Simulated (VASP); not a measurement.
Given:

```yaml
crystal:
  lattice:
    - [0.00000, 3.23500, 3.23500]
    - [3.23500, 0.00000, 3.23500]
    - [3.23500, 3.23500, 0.00000]
  atoms:
    - { symbol: Na, position: [0.00000, 0.00000, 0.00000] }
    - { symbol: I, position: [0.50000, 0.50000, 0.50000] }
```

These are G0W0 on PBE orbitals, VASP's PBE PAW potentials (set 64) (plane waves; VASP 6.6.1) values and carry that method's errors. Numerical set-up: PREC = Normal, 500 eV cut-off, 6×6×6 Γ-centred mesh, Gaussian smearing of 0.010 eV, potentials Na_sv_GW I_GW.

The mesh is coarse and the basis finite, so the quasiparticle values are not converged.

NBANDS = 128, ENCUTGW = 180 eV, NOMEGA = 64. The PBE levels (eV) that the step starts from are:

```tsv
state	KS energy	filling
k1 (0.00, 0.00, 0.00), band 5	-10.23	2
k1 (0.00, 0.00, 0.00), band 6	0.79	2
k1 (0.00, 0.00, 0.00), band 7	0.79	2
k1 (0.00, 0.00, 0.00), band 8	0.79	2
k1 (0.00, 0.00, 0.00), band 9	4.43	0
k1 (0.00, 0.00, 0.00), band 10	8.75	0
k1 (0.00, 0.00, 0.00), band 11	8.75	0
k1 (0.00, 0.00, 0.00), band 12	8.75	0
k10 (0.33, 0.33, 0.00), band 5	-9.94	2
k10 (0.33, 0.33, 0.00), band 6	-0.81	2
k10 (0.33, 0.33, 0.00), band 7	0.20	2
k10 (0.33, 0.33, 0.00), band 8	0.20	2
k10 (0.33, 0.33, 0.00), band 9	5.85	0
k10 (0.33, 0.33, 0.00), band 10	6.71	0
k10 (0.33, 0.33, 0.00), band 11	9.02	0
k10 (0.33, 0.33, 0.00), band 12	10.82	0
```

**Question.** Give the quasiparticle energies and renormalisation factors Z.

**Answer.** 
```csv
state,QP energy (eV),Z
"k1 (0.00, 0.00, 0.00), band 5",-11.48,0.73
"k1 (0.00, 0.00, 0.00), band 6",-0.61,0.79
"k1 (0.00, 0.00, 0.00), band 7",-0.61,0.79
"k1 (0.00, 0.00, 0.00), band 8",-0.61,0.79
"k1 (0.00, 0.00, 0.00), band 9",5.10,0.82
"k1 (0.00, 0.00, 0.00), band 10",9.39,0.81
"k1 (0.00, 0.00, 0.00), band 11",9.39,0.81
"k1 (0.00, 0.00, 0.00), band 12",9.39,0.81
"k10 (0.33, 0.33, 0.00), band 5",-11.13,0.73
"k10 (0.33, 0.33, 0.00), band 6",-2.37,0.77
"k10 (0.33, 0.33, 0.00), band 7",-1.26,0.78
"k10 (0.33, 0.33, 0.00), band 8",-1.26,0.78
"k10 (0.33, 0.33, 0.00), band 9",6.63,0.82
"k10 (0.33, 0.33, 0.00), band 10",7.19,0.82
"k10 (0.33, 0.33, 0.00), band 11",9.75,0.79
"k10 (0.33, 0.33, 0.00), band 12",11.57,0.79
```
On the mesh the gap opens from 3.64 to 5.71 eV.

The compound is NaI in the rock salt structure. The cell was not relaxed at this level.
